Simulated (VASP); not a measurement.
Data:

```
Na
1.0
   -2.09700     2.09700     2.09700
    2.09700    -2.09700     2.09700
    2.09700     2.09700    -2.09700
Na
1
Direct
  0.00000   0.00000   0.00000
```

Calculation: PBE GGA, VASP's PBE PAW potentials (set 64) (plane waves; VASP). Run with 520 eV cut-off, 14×14×14 Γ-centred mesh, tetrahedra with Blöchl corrections, potentials Na_pv.

Q: Tabulate the total density of states (states/eV per cell) against energy (eV; zero at the valence-band maximum or, without a gap, the Fermi level).

A: 
```
E (eV) | DOS (states/eV)
    -9.98 |  0.00
    -9.62 |  0.00
    -9.26 |  0.00
    -8.90 |  0.00
    -8.66 |  0.00
    -8.30 |  0.00
    -7.94 |  0.00
    -7.58 |  0.00
    -7.22 |  0.00
    -6.86 |  0.00
    -6.50 |  0.00
    -6.14 |  0.00
    -5.90 |  0.00
    -5.54 |  0.00
    -5.18 |  0.00
    -4.82 |  0.00
    -4.46 |  0.00
    -4.10 |  0.00
    -3.74 |  0.00
    -3.38 |  0.00
    -3.14 | #### 0.09
    -2.78 | ####### 0.17
    -2.42 | ########## 0.23
    -2.06 | ########### 0.27
    -1.70 | ############# 0.31
    -1.34 | ############### 0.35
    -0.98 | ################ 0.38
    -0.62 | ################## 0.42
    -0.38 | ################### 0.44
    -0.02 | #################### 0.48
     0.34 | ####################### 0.55
     0.70 | ########################## 0.62
     1.06 | ##################### 0.50
     1.42 | #################### 0.48
     1.78 | #################### 0.48
     2.14 | ############################ 0.66
     2.38 | ############################## 0.71
     2.74 | ############################ 0.66
     3.10 | ######################## 0.57
     3.46 | ############################ 0.66
```
Within 2 eV below the Fermi level the largest weight inside VASP's projection spheres is Na s, then Na p.

The compound is Na in the bcc structure. It was relaxed first.
